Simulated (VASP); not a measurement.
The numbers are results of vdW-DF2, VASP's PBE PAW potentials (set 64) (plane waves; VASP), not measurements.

VASP ran on this input.

INCAR:
```
SYSTEM = Hf
PREC = Accurate
ENCUT = 520
EDIFF = 1E-6
NELM = 100
ALGO = Normal
LREAL = .FALSE.
LASPH = .TRUE.
ISMEAR = 1
SIGMA = 0.1
GGA = ML
ZAB_VDW = -1.8867
LUSE_VDW = .TRUE.
AGGAC = 0.0
LMAXMIX = 6
LWAVE = .FALSE.
LCHARG = .FALSE.
IBRION = 2
ISIF = 3
NSW = 60
EDIFFG = -0.01
```

**KPOINTS**
```
Automatic mesh
0
Gamma
12 12 7
0 0 0
```

### POSCAR
```
Hf
1
    1.6243294052    -2.8134210179     0.0000000000
    1.6243294052     2.8134210179     0.0000000000
    0.0000000000    -0.0000000000     5.1378435778
Hf
2
Direct
  0.3333330000   0.6666670000   0.2500000000
  0.6666670000   0.3333330000   0.7500000000
```

POTCAR, in this order: Hf_pv (PBE.64 set). Program: vasp_std.

The resulting files:

File OUTCAR:
```
 ion  position               nearest neighbor table
   1  0.333  0.667  0.250-   2 3.18   2 3.18   2 3.18   2 3.18   2 3.18   2 3.18
   2  0.667  0.333  0.750-   1 3.18   1 3.18   1 3.18   1 3.18   1 3.18   1 3.18
  LATTYP: Found a hexagonal cell.
 ALAT       =     3.2486587756
 C/A-ratio  =     1.5815276188
 Subroutine PRICEL returns:
 Original cell was already a primitive cell.
 Subroutine GETGRP returns: Found 24 space group operations
The static configuration has the point symmetry D_3d.
 The point group associated with its full space group is D_6h.
The dynamic configuration has the point symmetry D_3d.
 Subroutine INISYM returns: Found 24 space group operations
 Subroutine IBZKPT returns following result:
 Found     76 irreducible k-points:

 Following reciprocal coordinates:
            Coordinates               Weight
  0.000000  0.000000  0.000000      1.000000
  0.083333 -0.000000  0.000000      6.000000
  0.166667 -0.000000  0.000000      6.000000
  0.250000  0.000000  0.000000      6.000000
  0.333333  0.000000  0.000000      6.000000
  0.416667  0.000000  0.000000      6.000000
  0.500000  0.000000  0.000000      3.000000
  0.083333  0.083333  0.000000      6.000000
  0.166667  0.083333  0.000000     12.000000
  0.250000  0.083333  0.000000     12.000000
  0.333333  0.083333  0.000000     12.000000
  0.416667  0.083333  0.000000     12.000000
  0.166667  0.166667  0.000000      6.000000
  0.250000  0.166667  0.000000     12.000000
  0.333333  0.166667  0.000000     12.000000
  0.416667  0.166667  0.000000      6.000000
  0.250000  0.250000  0.000000      6.000000
  0.333333  0.250000  0.000000     12.000000
  0.333333  0.333333  0.000000      2.000000
  0.000000  0.000000  0.142857      2.000000
  0.083333 -0.000000  0.142857     12.000000
  0.166667 -0.000000  0.142857     12.000000
...
```

### OSZICAR
```
       N       E                     dE             d eps       ncg     rms          rms(c)
DAV:   1     0.549480585176E+02    0.54948E+02   -0.11834E+04  2136   0.135E+03
DAV:   2    -0.116195612184E+02   -0.66568E+02   -0.65310E+02  2608   0.268E+02
DAV:   3    -0.137498242233E+02   -0.21303E+01   -0.21054E+01  2914   0.311E+01
DAV:   4    -0.137728792467E+02   -0.23055E-01   -0.23033E-01  2476   0.398E+00
DAV:   5    -0.137732442543E+02   -0.36501E-03   -0.36496E-03  3020   0.414E-01    0.607E+01
DAV:   6    -0.133212629804E+02    0.45198E+00   -0.51691E-01  2278   0.603E+00    0.357E+01
DAV:   7    -0.131806216964E+02    0.14064E+00   -0.84981E-01  2296   0.743E+00    0.206E+00
DAV:   8    -0.131731052694E+02    0.75164E-02   -0.59645E-02  2368   0.185E+00    0.400E-01
DAV:   9    -0.131731823822E+02   -0.77113E-04   -0.10680E-03  2998   0.294E-01    0.175E-01
DAV:  10    -0.131731583255E+02    0.24057E-04   -0.15314E-04  2486   0.105E-01    0.342E-01
DAV:  11    -0.131731618930E+02   -0.35676E-05   -0.18027E-05  2752   0.377E-02    0.954E-03
DAV:  12    -0.131731622258E+02   -0.33280E-06   -0.37082E-07  1778   0.506E-03
   1 F= -.13173162E+02 E0= -.13173175E+02  d E =-.131732E+02
```

File OUTCAR:
```
------------------------ aborting loop because EDIFF is reached ----------------------------------------
  FORCE on cell =-STRESS in cart. coord.  units (eV):
  Direction    XX          YY          ZZ          XY          YZ          ZX
  --------------------------------------------------------------------------------------
  Total        0.0106130      0.0106130     -0.0027422      0.0000000     -0.0000000      0.0000000
  in kB        0.3620998      0.3620998     -0.0935586      0.0000000     -0.0000000      0.0000000
  external PRESSURE =       0.2102137 kB  Pullay stress =       0.0000000 kB
  volume of cell :       46.96
      direct lattice vectors                 reciprocal lattice vectors
     1.624329405 -2.813421018  0.000000000     0.307819337 -0.177719579  0.000000000
     1.624329405  2.813421018  0.000000000     0.307819337  0.177719579  0.000000000
     0.000000000  0.000000000  5.137843578     0.000000000  0.000000000  0.194634186
 POSITION                                       TOTAL-FORCE (eV/Angst)
 -----------------------------------------------------------------------------------
      1.62433      0.93781      1.28446        -0.000000      0.000000      0.000000
      1.62433     -0.93781      3.85338         0.000000      0.000000      0.000000
 -----------------------------------------------------------------------------------
    total drift:                                0.000006      0.000190     -0.000016
  FREE ENERGIE OF THE ION-ELECTRON SYSTEM (eV)
  ---------------------------------------------------
  free  energy   TOTEN  =       -13.1731622258 eV

  energy  without entropy=      -13.1732011152  energy(sigma->0) =      -13.17317519

 reached required accuracy - stopping structural energy minimisation
```
(Selected blocks of OUTCAR.)

The compound is Hf in the hcp structure. It was relaxed first, which changed the volume by +6 %. The start is the result of an earlier pass.
